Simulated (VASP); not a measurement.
```
CELL_PARAMETERS angstrom
      0.00000     1.78350     1.78350
      1.78350     0.00000     1.78350
      1.78350     1.78350     0.00000
ATOMIC_POSITIONS crystal
  C  0.00000 0.00000 0.00000
  C  0.25000 0.25000 0.25000
```

The base run (VASP): PBE GGA, plane waves, VASP's PBE PAW potentials (set 64). Run with 520 eV cut-off, 11×11×11 Γ-centred mesh, Gaussian smearing of 0.050 eV, potentials C.

One setting is varied; ΔE counts from the base run. The base run took about 5 core-seconds. Costs are core time on shared hosts, one run each; read them as rough ratios.

Pressures at a finite cut-off, here 520 eV, hold a Pulay part, which wasn't tested here.

```
setting                               cost over the base run  electronic steps  ΔE (meV/atom)  pressure (GPa)
------------------------------------  ----------------------  ----------------  -------------  --------------
KPOINTS 4×4×4 Monkhorst-Pack mesh                  about 1/3                11           -0.2            2.34
KPOINTS 6×6×6 Monkhorst-Pack mesh                  about 1/2                11            0.0            2.36
KPOINTS 9×9×9 Monkhorst-Pack mesh       within a factor of 2                11            0.1            2.36
base run                                           reference                11            0.0            2.36
KPOINTS 10×10×10 Monkhorst-Pack mesh    within a factor of 2                11            0.0            2.36
```

Left out are runs that failed, have no time on record or changed the cell.

The compound is C in the diamond structure. The cell was not relaxed at this level.
